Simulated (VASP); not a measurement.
Consider the following.

```
CELL_PARAMETERS angstrom
      3.77157    -1.93081    -0.00255
      3.77157     1.93081    -0.00255
      2.78527     0.00000     3.19297
ATOMIC_POSITIONS crystal
  As 0.22702 0.22702 0.22702
  As 0.77298 0.77298 0.77298
```

These are PW91 GGA, VASP's PBE PAW potentials (set 64) (plane waves; VASP) values and carry that method's errors. Run with 520 eV cut-off, 12×12×12 Γ-centred mesh, first-order Methfessel-Paxton smearing of 0.10 eV, potentials As.

### Question
The ions and cell shape at fixed volume are relaxed. What does this cell relax into?

### Answer

```
CELL_PARAMETERS angstrom
      3.85188    -1.90761     0.03625
      3.85188     1.90761     0.03625
      2.87743     0.00000     3.19337
ATOMIC_POSITIONS crystal
  As 0.22528 0.22528 0.22528
  As 0.77472 0.77472 0.77472
```
Space group R-3m (166), at a tolerance of 0.03 Å.

### Question
How much energy does the relaxation gain?

### Answer
The energy (σ→0) changes by -3.1 meV/atom, in 6 ionic steps.

The compound is As in the a7 structure. This cell is one point of a volume scan, at 1.03 of the reference volume. Symmetry was kept, so distortions that lower it aren't found.
